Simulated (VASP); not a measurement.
These are vdW-DF2, VASP's PBE PAW potentials (set 64) (plane waves; VASP) values and carry that method's errors.

VASP ran on this input.

File POSCAR:
```
PbF2
1
   -0.0000000000     3.0292374856     3.0292374856
    3.0292374856     0.0000000000     3.0292374856
    3.0292374856     3.0292374856    -0.0000000000
Pb F
1 2
Direct
  0.0000000000   0.0000000000   0.0000000000
  0.2500000000   0.2500000000   0.2500000000
  0.7500000000   0.7500000000   0.7500000000
```

**INCAR**
```
# general
SYSTEM   = PbF2
PREC     = Accurate
ENCUT    = 520
LREAL    = .False.
LASPH    = .True.

# electronic loop
EDIFF    = 1E-6
NELM     = 100
ALGO     = Normal
LMAXMIX  = 4

# smearing
ISMEAR   = 0
SIGMA    = 0.05

# functional
GGA      = ML
LUSE_VDW = .True.
AGGAC    = 0.0
ZAB_VDW  = -1.8867

# ions
IBRION   = 2
NSW      = 60
ISIF     = 3
EDIFFG   = -0.02

# output
LWAVE    = .False.
LCHARG   = .False.
```

KPOINTS:
```
Automatic mesh
0
Gamma
6 6 6
0 0 0
```

POTCAR, in this order: Pb_d F (PBE.64 set). Program: vasp_std.

Output of the run:

OSZICAR:
```
       N       E                     dE             d eps       ncg     rms          rms(c)
DAV:   1     0.315361991031E+03    0.31536E+03   -0.15134E+04   576   0.176E+03
DAV:   2     0.169947731538E+02   -0.29837E+03   -0.28737E+03   666   0.454E+02
DAV:   3    -0.100153693135E+02   -0.27010E+02   -0.26700E+02   658   0.152E+02
DAV:   4    -0.108899840488E+02   -0.87461E+00   -0.87384E+00   626   0.284E+01
DAV:   5    -0.109195568661E+02   -0.29573E-01   -0.29571E-01   654   0.538E+00    0.953E+00
DAV:   6    -0.815448568822E+01    0.27651E+01   -0.14975E+01   744   0.320E+01    0.295E+00
DAV:   7    -0.810487089181E+01    0.49615E-01   -0.67950E-01   580   0.552E+00    0.157E+00
DAV:   8    -0.805542015230E+01    0.49451E-01   -0.14391E-01   584   0.389E+00    0.417E-01
DAV:   9    -0.805345725111E+01    0.19629E-02   -0.17477E-02   670   0.967E-01    0.958E-02
DAV:  10    -0.805349175609E+01   -0.34505E-04   -0.16496E-03   576   0.506E-01    0.362E-02
DAV:  11    -0.805342698330E+01    0.64773E-04   -0.17383E-04   624   0.144E-01    0.135E-02
DAV:  12    -0.805342299115E+01    0.39921E-05   -0.51141E-05   664   0.768E-02    0.548E-03
DAV:  13    -0.805342301288E+01   -0.21723E-07   -0.45635E-06   560   0.193E-02
   1 F= -.80534230E+01 E0= -.80534230E+01  d E =-.805342E+01
       N       E                     dE             d eps       ncg     rms          rms(c)
DAV:   1    -0.807006604857E+01   -0.16643E-01   -0.41821E-01   726   0.938E+00    0.920E-01
DAV:   2    -0.805540481037E+01    0.14661E-01   -0.79672E-02   602   0.277E+00    0.197E-01
DAV:   3    -0.805405285823E+01    0.13520E-02   -0.47052E-03   732   0.963E-01    0.910E-02
DAV:   4    -0.805383285789E+01    0.22000E-03   -0.12237E-03   658   0.515E-01    0.304E-02
DAV:   5    -0.805382592993E+01    0.69280E-05   -0.15490E-04   670   0.150E-01    0.167E-02
DAV:   6    -0.805381638052E+01    0.95494E-05   -0.41426E-05   736   0.798E-02    0.255E-03
DAV:   7    -0.805381680397E+01   -0.42344E-06   -0.22402E-06   560   0.119E-02
   2 F= -.80538168E+01 E0= -.80538168E+01  d E =-.393791E-03
```

File OUTCAR:
```
------------------------ aborting loop because EDIFF is reached ----------------------------------------
  FORCE on cell =-STRESS in cart. coord.  units (eV):
  Direction    XX          YY          ZZ          XY          YZ          ZX
  --------------------------------------------------------------------------------------
  Total       -0.0267169     -0.0267169     -0.0267169      0.0000000     -0.0000000      0.0000000
  in kB       -0.7646903     -0.7646903     -0.7646903      0.0000000     -0.0000000      0.0000000
  external PRESSURE =      -0.7646903 kB  Pullay stress =       0.0000000 kB
  volume of cell :       55.98
      direct lattice vectors                 reciprocal lattice vectors
    -0.000000000  3.036176572  3.036176572    -0.164680804  0.164680804  0.164680804
     3.036176572  0.000000000  3.036176572     0.164680804 -0.164680804  0.164680804
     3.036176572  3.036176572  0.000000000     0.164680804  0.164680804 -0.164680804
 POSITION                                       TOTAL-FORCE (eV/Angst)
 -----------------------------------------------------------------------------------
      0.00000      0.00000      0.00000         0.000000      0.000000     -0.000000
      1.51809      1.51809      1.51809         0.000000      0.000000      0.000000
      4.55426      4.55426      4.55426        -0.000000     -0.000000     -0.000000
 -----------------------------------------------------------------------------------
    total drift:                                0.000000     -0.000000      0.000000
  FREE ENERGIE OF THE ION-ELECTRON SYSTEM (eV)
  ---------------------------------------------------
  free  energy   TOTEN  =        -8.0538168040 eV

  energy  without entropy=       -8.0538168040  energy(sigma->0) =       -8.05381680

 reached required accuracy - stopping structural energy minimisation
```
(Selected blocks of OUTCAR.)

CONTCAR:
```
PbF2
   1.00000000000000
    -0.0000000000000000    3.0361765724188894    3.0361765724188894
     3.0361765724188894    0.0000000000000000    3.0361765724188894
     3.0361765724188894    3.0361765724188894    0.0000000000000000
  Pb              F
     1     2
Direct
     0.0000000000000000    0.0000000000000000    0.0000000000000000
     0.2500000000000000    0.2500000000000000    0.2500000000000000
     0.7500000000000000    0.7500000000000000    0.7500000000000000
```

The compound is PbF2 in the fluorite structure, the β form. This run relaxes it. Symmetry was kept, so distortions that lower it aren't found. The start is the result of an earlier pass.
